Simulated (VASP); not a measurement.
## WSeS: relaxation of cell and atoms with LDA

The system is WSeS, a sheet with vacuum.

```xyz
3
Lattice="3.2400 0.0000 0.0000 -1.6200 2.8059 0.0000 0.0000 0.0000 19.2000" Properties=species:S:1:pos:R:3 pbc="T T T"
S     1.6200    0.9353    8.0000
W     0.0000    1.8706    9.5300
Se    1.6200    0.9353   11.2000
```

The cell was built by a generator and needn't be a form met in nature.

```yaml
Program: VASP 6.6.1
Task: relaxation of cell and atoms
Functional: LDA
Potentials_or_basis: VASP PAW LDA potentials, release 64 (S, W_sv, Se)
Cutoff: 600 eV
k_mesh: 12 × 12 × 1
Occupations: gaussian, width 0.03 eV
Spin: no spin polarisation
Dipole_correction: no
Further_INCAR_settings: ALGO = Normal; EDIFF = 1e-06; IBRION = 2; EDIFFG = -0.005; NSW = 40; ISIF = 3
```

| Item | Value |
| --- | --- |
| Relaxed volume | 56.39 Å³/atom |
| Relaxed cell | a = 3.190 Å, b = 3.190 Å, c = 19.200 Å, α = 90.00°, β = 90.00°, γ = 120.00° |
| Space group after relaxing (to 0.05 Å) | P3m1 (No. 156) |
| Energy gained by relaxing | 9.4 meV/atom |
| Ionic steps | 6 |
| Largest force after relaxing | 0.003 eV/Å |
| Band gap on the k mesh | 1.83 eV, indirect (least direct gap 1.88 eV) |

Forces on the atoms (eV/Å):
```
S    0.000  0.000  0.003
W    0.000  0.000  0.000
Se   0.000  0.000 -0.003
```

Step by step:
| step | energy change (eV) | largest force (eV/Å) | pressure (GPa) | volume (Å³) |
| --- | --- | --- | --- | --- |
| 1 | 0.0000 | 0.5347 | -1.01 | 174.55 |
| 2 | 0.0070 | 1.0088 | 1.73 | 165.97 |
| 3 | -0.0239 | 0.2578 | 0.19 | 170.45 |
| 4 | -0.0276 | 0.1001 | 0.06 | 169.68 |
| 5 | -0.0283 | 0.0081 | -0.02 | 169.15 |
| 6 | -0.0283 | 0.0031 | 0.00 | 169.18 |

Final structure:
```
CELL_PARAMETERS angstrom
3.18972 0.00000 0.00000
-1.59486 2.76238 0.00000
0.00000 0.00000 19.20000
ATOMIC_POSITIONS crystal
S 0.66667 0.33333 0.41618
W 0.33333 0.66667 0.49574
Se 0.66667 0.33333 0.58443
```

Levels at points of the mesh, in eV from the valence-band top:
```tsv
k point	band 10	band 11	band 12	band 13	band 14	band 15	band 16	band 17
(0.00, 0.00, 0.00)	-2.31	-1.21	-1.21	-0.16	3.10	3.10	3.39	3.39
(0.50, 0.00, 0.00)	-3.24	-2.15	-0.90	-0.87	2.84	3.12	3.96	4.80
```

It took 2.2 min on 2 MPI ranks on Intel(R) Xeon(R) 6975P-C (Granite Rapids), with other jobs on the host, peak memory 0.33 GiB a rank.

Caveat: spin-orbit coupling is left out, which moves the levels of the heavy elements.
